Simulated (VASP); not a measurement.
# MnSi (relaxed from the zinc blende structure, space group F-43m): computed properties

The numbers are results of PBEsol GGA, VASP's PBE PAW potentials (set 64) (plane waves; VASP), not measurements.

* **space group**: F-43m (216)
* **cell**: a = b = c = 5.3049 Å, α = β = γ = 90.00°
* **volume per atom**: 18.66 Å³/atom
* **band gap (over mesh and band path)**: none (metal, semimetal or under 0.01 eV)
* **cell moment**: 2.34 μB
* **density**: 3.69 g/cm³

```yaml
crystal:
  lattice:
    - [0.00000, 2.65243, 2.65243]
    - [2.65243, 0.00000, 2.65243]
    - [2.65243, 2.65243, 0.00000]
  atoms:
    - { symbol: Mn, position: [0.00000, 0.00000, 0.00000], spin: 2.6 }
    - { symbol: Si, position: [0.25000, 0.25000, 0.25000], spin: -0.2 }
```

The structure was generated: MnSi was put into the zinc blende type (F-43m), which need not be its known phase. It was relaxed first, which changed the volume by -22 %. Symmetry was kept, so distortions that lower it aren't found.
